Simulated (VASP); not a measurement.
# W (Im-3m) in VASP: further runs, part 2 of 2

VASP 6.6.1.

### 5 Single point, PBE (a relaxed cell with its volume scaled by 1.09)

INCAR reads:

```
SYSTEM = W
PREC = Accurate
ENCUT = 520
EDIFF = 1E-7
ISMEAR = 0
SIGMA = 0.1
LREAL = .False.
LASPH = .True.
NELM = 80
ALGO = Normal
ISIF = 2
LWAVE = .False.
LCHARG = .False.
GGA = PE
```

KPOINTS reads:

```
Automatic mesh
0
Gamma
  6 6 6
  0 0 0
```

POSCAR reads:

```
W                                       
1.0
   -1.6358464891      1.6358464891      1.6358464891
    1.6358464891     -1.6358464891      1.6358464891
    1.6358464891      1.6358464891     -1.6358464891
  W             
     1
Direct
     0.0000000000000000    0.0000000000000000    0.0000000000000000
```

Potentials or basis: VASP PAW PBE potentials, release 64 (W_sv).

Command:

```bash
$ cat potpaw_PBE.64/W_sv/POTCAR > POTCAR
$ mpirun -np 1 vasp_std > vasp.out
```

OUTCAR:

```text
SYSTEM = W
   PREC = Accurate
   ENCUT = 520
   EDIFF = 1E-7
   ISMEAR = 0
   LREAL = .False.
   LASPH = .True.
   NELM = 80
   ISIF = 2
   GGA = PE

 ion  position               nearest neighbor table
   1  0.000  0.000  0.000-

  LATTYP: Found a body centered cubic cell.
 ALAT       =     3.2716929782

  Lattice vectors:

 A1 = (  -1.6358464891,   1.6358464891,   1.6358464891)
 A2 = (   1.6358464891,  -1.6358464891,   1.6358464891)
 A3 = (   1.6358464891,   1.6358464891,  -1.6358464891)

Analysis of symmetry for initial positions (statically):
=====================================================================
 Subroutine PRICEL returns:
 Original cell was already a primitive cell.

 Routine SETGRP: Setting up the symmetry group for a
 body centered cubic supercell.

 Subroutine GETGRP returns: Found 48 space group operations
 (whereof 48 operations were pure point group operations)
 out of a pool of 48 trial point group operations.

The static configuration has the point symmetry O_h .
[... 156 lines left out ...]
 fundamental gap:      0.2806507627
 Fermi energy:        10.2540523569

 k-point     1 :       0.0000    0.0000    0.0000
  band No.  band energies     occupation
      1     -64.2026      2.00000
      2     -27.8942      2.00000
      3     -27.8942      2.00000
      4     -27.8942      2.00000
      5       0.9780      2.00000
      6       9.0103      2.00000
      7       9.0103      2.00000
      8       9.0103      2.00000
      9      12.1108      0.00000
     10      12.1108      0.00000
     11      24.3319      0.00000
[... 197 lines left out ...]
 k-point    16 :       0.5000    0.5000    0.5000
  band No.  band energies     occupation
      1     -64.0518      2.00000
      2     -28.5514      2.00000
      3     -28.5514      2.00000
      4     -28.5514      2.00000
      5       4.9882      2.00000
      6       4.9882      2.00000
      7      14.5777      0.00000
      8      14.5777      0.00000
      9      14.5777      0.00000
     10      17.5595      0.00000
     11      17.5595      0.00000

------------------------ aborting loop because EDIFF is reached ----------------------------------------

  FORCE on cell =-STRESS in cart. coord.  units (eV):
  Direction    XX          YY          ZZ          XY          YZ          ZX
  --------------------------------------------------------------------------------------
  -------------------------------------------------------------------------------------
  Total       -2.4010890     -2.4010890     -2.4010890     -0.0000000     -0.0000000      0.0000000
  in kB     -219.7005870   -219.7005870   -219.7005870     -0.0000000     -0.0000000      0.0000000
  external PRESSURE =    -219.7005870 kB  Pullay stress =       0.0000000 kB

 VOLUME and BASIS-vectors are now :
 -----------------------------------------------------------------------------
  energy-cutoff  :      520.00
  volume of cell :       17.51
      direct lattice vectors                 reciprocal lattice vectors
    -1.635846489  1.635846489  1.635846489     0.000000000  0.305652152  0.305652152
     1.635846489 -1.635846489  1.635846489     0.305652152  0.000000000  0.305652152
     1.635846489  1.635846489 -1.635846489     0.305652152  0.305652152  0.000000000

 POSITION                                       TOTAL-FORCE (eV/Angst)
 -----------------------------------------------------------------------------------
      0.00000      0.00000      0.00000        -0.000000     -0.000000      0.000000
 -----------------------------------------------------------------------------------
    total drift:                               -0.000000      0.000000      0.000000

  FREE ENERGIE OF THE ION-ELECTRON SYSTEM (eV)
  ---------------------------------------------------
  free  energy   TOTEN  =       -12.8943568292 eV

  energy  without entropy=      -12.8929591658  energy(sigma->0) =      -12.89365800
```

OSZICAR:

```text
N       E                     dE             d eps       ncg     rms          rms(c)
DAV:   1     0.791642555511E+02    0.79164E+02   -0.82787E+03   352   0.146E+03
DAV:   2    -0.118533025505E+02   -0.91018E+02   -0.88614E+02   394   0.328E+02
DAV:   3    -0.135709775316E+02   -0.17177E+01   -0.17097E+01   397   0.445E+01
DAV:   4    -0.135789830503E+02   -0.80055E-02   -0.80035E-02   382   0.360E+00
DAV:   5    -0.135790598991E+02   -0.76849E-04   -0.76847E-04   400   0.343E-01    0.174E+01
DAV:   6    -0.130179577628E+02    0.56110E+00   -0.72971E-01   361   0.109E+01    0.627E+00
DAV:   7    -0.128974956097E+02    0.12046E+00   -0.33571E-01   373   0.691E+00    0.829E-01
DAV:   8    -0.128947647145E+02    0.27309E-02   -0.65245E-03   358   0.119E+00    0.239E-01
DAV:   9    -0.128943641525E+02    0.40056E-03   -0.61444E-04   370   0.306E-01    0.313E-02
DAV:  10    -0.128943574883E+02    0.66641E-05   -0.23908E-05   376   0.662E-02    0.151E-02
DAV:  11    -0.128943569104E+02    0.57790E-06   -0.47268E-07   370   0.888E-03    0.999E-04
DAV:  12    -0.128943568292E+02    0.81228E-07   -0.34347E-08   212   0.252E-03
   1 F= -.12894357E+02 E0= -.12893658E+02  d E =-.139766E-02
```

stdout:

```text
POSCAR found type information on POSCAR W
 POSCAR found :  1 types and       1 ions
 scaLAPACK will be used
 LDA part: xc-table for (Slater+PW92), standard interpolation
 POSCAR, INCAR and KPOINTS ok, starting setup
 FFT: planning ... GRIDC
 FFT: planning ... GRID_SOFT
 FFT: planning ... GRID
 WAVECAR not read
 entering main loop
```

It used 3.7 s of CPU time on 1 thread of Intel(R) Xeon(R) Platinum 8559C (Emerald Rapids), with other jobs on the host, which was overloaded at the time.

Results:

```
Free energy            : -12.8944 eV
Pressure               : -22.0 GPa
Band gap on the k mesh : none (metal or under the smearing width)
```

Caveat: the k mesh is coarse (spacing up to 0.45 Å⁻¹), so the values aren't converged; so large a pressure means that the cell lies far from this level's equilibrium, or that cutoff or potentials fall short.

### 6 The runs side by side

```tsv
cell	gap on the mesh (eV)	pressure (GPa)
a relaxed cell with its volume scaled by 0.94	none	21.8
a relaxed cell with its volume scaled by 1.06	none	-15.8
a relaxed cell with its volume scaled by 0.91	none	35.6
a relaxed cell with its volume scaled by 1.09	none	-22.0
```

Alike in all rows: task single point; level PBE; potentials or basis VASP PAW PBE potentials, release 64 (W_sv); no spin polarisation; k mesh 6 × 6 × 6; cutoff (eV) 520; smearing gaussian 0.1 eV; the mesh is coarse, so values aren't converged.

Caveats: all runs use coarse meshes; so large a pressure means that the cell lies far from this level's equilibrium, or that cutoff or potentials fall short (some runs); a pressure of tens of GPa on the cell as given is suspect, and the run, the potentials or the cell itself is likely at fault (some runs).

Absolute energies hang on the potentials; compare differences alone.
